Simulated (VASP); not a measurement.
W2N: single point with PBEsol

The system is W2N.

```
W N
1.0
     2.80475    0.00000    0.00000
    -1.40237    2.42898    0.00000
     0.00000    0.00000   17.47683
W N
6 3
Cartesian
  0.0000 0.0000 1.3263
  0.0000 0.0000 16.1505
  0.0000 1.6193 4.5910
  1.4024 0.8097 12.8858
  0.0000 1.6193 7.2959
  1.4024 0.8097 10.1810
  0.0000 0.0000 8.7384
  0.0000 1.6193 2.6345
  1.4024 0.8097 14.8424
```

The cell comes from a database or a generator and needn't be the stable form of this composition.

| Quantity | Value |
| --- | --- |
| Program | VASP 6.6.1 |
| Task | single point |
| Functional | PBEsol |
| Potentials or basis | VASP PAW PBE potentials, release 64 (W_sv, N) |
| Cutoff | 520 eV |
| k mesh | 12 × 12 × 2 |
| Occupations | gaussian, width 0.5 eV |
| Spin | no spin polarisation |
| Further INCAR settings | ALGO = Normal; EDIFF = 1e-07 |

```json
{
  "Pressure": "0.7 GPa",
  "Largest force": "0.108 eV/Å",
  "Band gap on the k mesh": "none (metal or under the smearing width)"
}
```

Forces in eV/Å, atoms in the order of the input:
```
W    0.000  0.000  0.046
W    0.000  0.000 -0.046
W    0.000  0.000 -0.021
W    0.000  0.000  0.021
W    0.000  0.000  0.088
W    0.000  0.000 -0.088
N    0.000  0.000  0.000
N    0.000  0.000 -0.108
N    0.000  0.000  0.108
```

Stress tensor (GPa, compression positive):
```
0.77 0.00 0.00
0.00 0.77 0.00
0.00 0.00 0.62
```

Levels at points of the mesh, in eV from the Fermi level:
```csv
k point,band 46,band 47,band 48,band 49,band 50,band 51,band 52,band 53,band 54,band 55
"(0.00, 0.00, 0.00)",-1.00,-0.71,-0.43,-0.43,-0.37,-0.37,0.44,0.44,0.46,0.46
"(0.50, 0.00, 0.00)",-0.77,-0.56,0.54,0.69,0.90,1.05,1.09,2.43,2.55,3.15
"(0.50, 0.50, 0.00)",-0.77,-0.56,0.54,0.69,0.90,1.05,1.09,2.43,2.55,3.15
"(0.00, 0.00, 0.50)",-0.89,-0.82,-0.43,-0.43,-0.37,-0.37,0.44,0.44,0.46,0.46
"(0.50, 0.00, 0.50)",-0.62,-0.39,0.43,0.58,0.71,1.17,1.38,2.03,2.63,3.58
"(0.50, 0.50, 0.50)",-0.62,-0.39,0.43,0.58,0.71,1.17,1.38,2.03,2.63,3.58
```

Run time: 7.8 min on 1 thread of Intel(R) Xeon(R) 6975P-C (Granite Rapids), on a shared host, peak memory 0.57 GiB.

Caveat: the PAW data sets were made with another functional, which shifts forces and pressure a little. Spin-orbit coupling is left out, which matters for the levels of W.
